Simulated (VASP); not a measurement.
Output of a VASP run:

### OSZICAR
```
...
DAV:   5    -0.808492779343E+01   -0.25141E-02   -0.25140E-02   996   0.154E+00    0.376E+00
DAV:   6    -0.798577891259E+01    0.99149E-01   -0.10546E-01   980   0.682E+00    0.225E+00
DAV:   7    -0.794738771261E+01    0.38391E-01   -0.75102E-02   884   0.280E+00    0.412E-01
DAV:   8    -0.794760607612E+01   -0.21836E-03   -0.59864E-03   948   0.120E+00    0.151E-01
DAV:   9    -0.794784271179E+01   -0.23664E-03   -0.56904E-04   810   0.192E-01    0.518E-02
DAV:  10    -0.794782519176E+01    0.17520E-04   -0.22283E-05   977   0.430E-02    0.130E-02
DAV:  11    -0.794783295656E+01   -0.77648E-05   -0.11700E-05   839   0.256E-02    0.340E-03
DAV:  12    -0.794783307302E+01   -0.11646E-06   -0.32179E-07   582   0.514E-03
   1 F= -.17353364E+01 E0= -.17353364E+01  d E =-.173534E+01
       N       E                     dE             d eps       ncg     rms          rms(c)
DAV:   1    -0.163774236547E+02   -0.84296E+01   -0.10073E+02  1004   0.164E+02    0.207E+01
DAV:   2    -0.800283951488E+01    0.83746E+01   -0.35500E+01   924   0.262E+02    0.630E+00
DAV:   3    -0.676587609926E+01    0.12370E+01   -0.19902E+00   864   0.241E+01    0.387E+00
DAV:   4    -0.634254268512E+01    0.42333E+00   -0.28283E-01   995   0.528E+00    0.715E-01
DAV:   5    -0.633246251379E+01    0.10080E-01   -0.18255E-02  1131   0.240E+00    0.454E-01
DAV:   6    -0.632669233714E+01    0.57702E-02   -0.78874E-03  1162   0.187E+00    0.252E-02
DAV:   7    -0.632679013843E+01   -0.97801E-04   -0.11419E-03   794   0.438E-01    0.370E-02
DAV:   8    -0.632679786013E+01   -0.77217E-05   -0.21516E-05   962   0.465E-02    0.200E-02
DAV:   9    -0.632680059627E+01   -0.27361E-05   -0.55837E-06   859   0.448E-02    0.431E-03
DAV:  10    -0.632680064621E+01   -0.49942E-07   -0.69913E-07   427   0.177E-02
   2 F= -.14217019E+01 E0= -.14214717E+01  d E =0.313635E+00
       N       E                     dE             d eps       ncg     rms          rms(c)
DAV:   1    -0.110109143275E+02   -0.46841E+01   -0.52061E+01  1009   0.185E+02    0.103E+01
DAV:   2    -0.839604371439E+01    0.26149E+01   -0.40619E+00   914   0.402E+01    0.504E+00
DAV:   3    -0.766143537151E+01    0.73461E+00   -0.12117E+00   999   0.228E+01    0.776E-01
DAV:   4    -0.759274173547E+01    0.68694E-01   -0.18266E-01   909   0.904E+00    0.370E-01
DAV:   5    -0.758924744149E+01    0.34943E-02   -0.21325E-02   904   0.320E+00    0.166E-01
DAV:   6    -0.758777349348E+01    0.14739E-02   -0.50658E-03   924   0.150E+00    0.335E-02
DAV:   7    -0.758769881148E+01    0.74682E-04   -0.86031E-04   994   0.638E-01    0.118E-02
DAV:   8    -0.758770134651E+01   -0.25350E-05   -0.11705E-04   894   0.174E-01    0.479E-03
DAV:   9    -0.758770101199E+01    0.33453E-06   -0.45678E-06   814   0.211E-02
   3 F= -.18769138E+01 E0= -.18769138E+01  d E =-.141577E+00
       N       E                     dE             d eps       ncg     rms          rms(c)
DAV:   1    -0.756826786650E+01    0.19433E-01   -0.30551E-02   994   0.360E+00    0.281E-01
DAV:   2    -0.756641416745E+01    0.18537E-02   -0.36330E-03   969   0.149E+00    0.126E-01
DAV:   3    -0.756597701670E+01    0.43715E-03   -0.43453E-04   994   0.432E-01    0.310E-02
DAV:   4    -0.756592521462E+01    0.51802E-04   -0.58991E-05   924   0.119E-01    0.875E-03
DAV:   5    -0.756592285977E+01    0.23548E-05   -0.27296E-06   776   0.224E-02    0.271E-03
DAV:   6    -0.756592272447E+01    0.13530E-06   -0.44219E-07   377   0.137E-02
   4 F= -.18772505E+01 E0= -.18772505E+01  d E =-.141914E+00
```

### OUTCAR
```
------------------------ aborting loop because EDIFF is reached ----------------------------------------
  FORCE on cell =-STRESS in cart. coord.  units (eV):
  Direction    XX          YY          ZZ          XY          YZ          ZX
  --------------------------------------------------------------------------------------
  Total        5.6855441      5.6855441      5.6855441     -0.0000000      0.0000000      0.0000000
  in kB      199.8900230    199.8900230    199.8900230     -0.0000000      0.0000000      0.0000000
  external PRESSURE =      -0.1099770 kB  Pullay stress =     200.0000000 kB
  volume of cell :       45.57
      direct lattice vectors                 reciprocal lattice vectors
     0.000000000  2.835005035  2.835005035    -0.176366530  0.176366530  0.176366530
     2.835005035 -0.000000000  2.835005035     0.176366530 -0.176366530  0.176366530
     2.835005035  2.835005035  0.000000000     0.176366530  0.176366530 -0.176366530
  FREE ENERGIE OF THE ION-ELECTRON SYSTEM (eV)
  ---------------------------------------------------
  free  energy   TOTEN  =        -7.5659227245 eV

  energy  without entropy=       -7.5659227244  energy(sigma->0) =       -7.56592272
  enthalpy is  TOTEN    =        -1.8772504787 eV   P V=        5.6886722458

 reached required accuracy - stopping structural energy minimisation
```
(Selected blocks of OUTCAR.)

File POSCAR:
```
GaSb
1
    0.0000000000     2.9194805545     2.9194805545
    2.9194805545     0.0000000000     2.9194805545
    2.9194805545     2.9194805545     0.0000000000
Ga Sb
1 1
Direct
  0.0000000000   0.0000000000   0.0000000000
  0.2500000000   0.2500000000   0.2500000000
```

**Question.** Write an INCAR and KPOINTS that could have produced this output.

**Answer.** One answer among several that fit: the input of the run itself, PBEsol GGA, plane waves, VASP's PBE PAW potentials (set 64).

**INCAR**
```
# general
SYSTEM   =  GaSb
PREC     =  Accurate
ENCUT    =  500   # plane-wave cut-off (eV)
LREAL    =  .FALSE.
LASPH    =  .TRUE.   # aspherical one-centre terms

# electronic loop
EDIFF    =  1E-6   # SCF stop (eV)
NELM     =  100
ALGO     =  Normal   # blocked Davidson
LMAXMIX  =  4   # l cut-off of mixed one-centre charges

# smearing
ISMEAR   =  0
SIGMA    =  0.05

# functional
GGA      =  PS   # PBEsol

# ions
IBRION   =  2   # conjugate gradients
NSW      =  40   # most ionic steps
ISIF     =  3   # ions, shape and volume
EDIFFG   =  -0.02   # ionic stop
PSTRESS  =  200

# output
LWAVE    =  .FALSE.
LCHARG   =  .FALSE.
```

File KPOINTS:
```
Automatic
0
G
8 8 8
```

POTCAR, in this order: Ga_d Sb (PBE.64 set). Program: vasp_std.

Energy and stress use the plane-wave basis of the starting cell.

The compound is GaSb in the zinc blende structure. This run relaxes it under an external pressure of 20 GPa. Symmetry was kept, so distortions that lower it aren't found.
